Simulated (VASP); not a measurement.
Here is the system:

```
Mg3Sb
1.0
   -2.16602     2.16602     4.78174
    2.16602    -2.16602     4.78174
    2.16602     2.16602    -4.78174
Mg Sb
3 1
Direct
  0.50000   0.50000   0.00000
  0.25000   0.75000   0.50000
  0.75000   0.25000   0.50000
  0.00000   0.00000   0.00000
```

Computed with PBEsol GGA, VASP's PBE PAW potentials (set 64) (plane waves; VASP). Numerical set-up: 400 eV cut-off, Gaussian smearing of 0.050 eV, potentials Mg Sb.

Task: Give the energies of bands 2 to 8 at the high-symmetry points, in eV from the Fermi level.

Result: 
| band | Γ | X | P | N | M | S | R |
|---|---|---|---|---|---|---|---|
| 2 | -3.23 | -4.89 | -4.59 | -5.96 | -6.41 | -5.56 | -4.72 |
| 3 | -3.19 | -4.13 | -4.59 | -3.63 | -2.17 | -5.23 | -4.41 |
| 4 | -1.60 | -3.29 | -3.63 | -2.80 | -2.17 | -1.39 | -4.11 |
| 5 | -1.60 | -2.73 | -1.56 | -1.12 | -1.18 | -0.06 | -1.86 |
| 6 | 0.93 | -1.64 | -1.10 | 1.40 | 0.79 | 0.42 | -0.62 |
| 7 | 1.09 | 0.58 | -0.41 | 1.78 | 2.67 | 0.83 | 0.88 |
| 8 | 1.30 | 2.16 | -0.41 | 1.94 | 4.19 | 2.59 | 2.32 |

It has no gap at this level: it comes out as a metal or semimetal.

The structure comes from a computed database's Mg3Sb entry (I4/mmm); how it stands against other phases isn't given here. It was relaxed first. The electron count is odd and the run is not spin-polarised, which forces a metal.
